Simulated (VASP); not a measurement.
# Al2Pt: core levels with LDA

The system is Al2Pt.

```xyz
12
Lattice="5.9100 0.0000 0.0000 0.0000 5.9100 0.0000 0.0000 0.0000 5.9100" Properties=species:S:1:pos:R:3 pbc="T T T"
Al    1.4775    1.4775    1.4775
Al    4.4325    4.4325    1.4775
Al    4.4325    1.4775    4.4325
Al    1.4775    4.4325    4.4325
Al    4.4325    4.4325    4.4325
Al    1.4775    1.4775    4.4325
Al    1.4775    4.4325    1.4775
Al    4.4325    1.4775    1.4775
Pt    0.0000    0.0000    0.0000
Pt    2.9550    2.9550    0.0000
Pt    2.9550    0.0000    2.9550
Pt    0.0000    2.9550    2.9550
```

```
Program                : VASP 6.6.1
Task                   : core levels
Functional             : LDA
Potentials or basis    : VASP PAW LDA potentials, release 64 (Al, Pt)
Cutoff                 : 520 eV
k mesh                 : 5 × 5 × 5
Occupations            : methfessel-paxton, width 0.1 eV
Spin                   : no spin polarisation
Further INCAR settings : ALGO = Normal; EDIFF = 1e-06
```

```json
{"Pressure": "-3.8 GPa", "Band gap on the k mesh": "none (metal or under the smearing width)"}
```

Levels at points of the mesh, in eV from the Fermi level:
| k point | band 31 | band 32 | band 33 | band 34 | band 35 | band 36 |
| --- | --- | --- | --- | --- | --- | --- |
| (0.00, 0.00, 0.00) | -1.50 | -1.50 | -1.50 | 2.90 | 3.18 | 3.18 |

Core levels (eV, on the scale of the bands):
| atom | levels |
| --- | --- |
| 1 Al | 1s -1489.1, 2s -94.5, 2p -56.8 |
| 2 Al | 1s -1489.1, 2s -94.5, 2p -56.8 |
| 3 Al | 1s -1489.1, 2s -94.5, 2p -56.8 |
| 4 Al | 1s -1489.1, 2s -94.5, 2p -56.8 |
| 5 Al | 1s -1489.1, 2s -94.5, 2p -56.8 |
| 6 Al | 1s -1489.1, 2s -94.5, 2p -56.8 |

Run time: 36 s on 4 MPI ranks on Intel(R) Xeon(R) Platinum 8259CL CPU @ 2.50GHz (Skylake/Cascade Lake) (shared host), peak memory 0.28 GiB a rank.

The run has no spin-orbit coupling, so splittings on Pt are missing.
